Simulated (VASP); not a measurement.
Runs of VASP 6.6.1 on Si. The cell holds a sheet with vacuum, 2 atoms: a = 2.446 Å, b = 3.370 Å, c = 27.409 Å, α = 90.00°, β = 90.00°, γ = 90.00°. The cell was built by a generator and needn't be a form met in nature.

```csv
task,level,cell,smearing,dipole correction,atoms held fixed (from 0),monkhorst-Pack mesh,other keys,gap on the mesh (eV),largest force (eV/Å),work function (eV)
relaxation of the atoms,PBE,atoms relaxed,gaussian 0.05 eV,yes,[0],-,-,none,-,-
single point,PBE,as given,fermi-dirac 0.05 eV,yes,-,-,-,none,0.27,4.82
electron localisation function,BLYP+D4,"atoms moved at random, drawn with an rms of 0.02 Å",tetrahedron,-,-,yes,BMIX = 3; ISMEAR = -5; SIGMA = 0.005; shifted = yes,-,0.40,-
work function,PBE,as given,gaussian 0.05 eV,yes,-,-,-,none,0.27,(a)
relaxation of the atoms,PBE+dDsC,atoms relaxed,gaussian 0.05 eV,yes,[0],-,-,none,-,-
```

Alike in all rows: potentials or basis VASP PAW PBE potentials, release 64 (Si); no spin polarisation; k mesh 11 × 8 × 1; cutoff (eV) 520.

Problem. Estimate the missing entries.

Solution. (a) 4.86.

Caveats: the PAW data sets were made with another functional, which shifts forces and pressure a little (some runs); tetrahedron occupations give inexact forces and stress in metals (some runs).

A gap of «none» marks a metal or a gap under the smearing width.
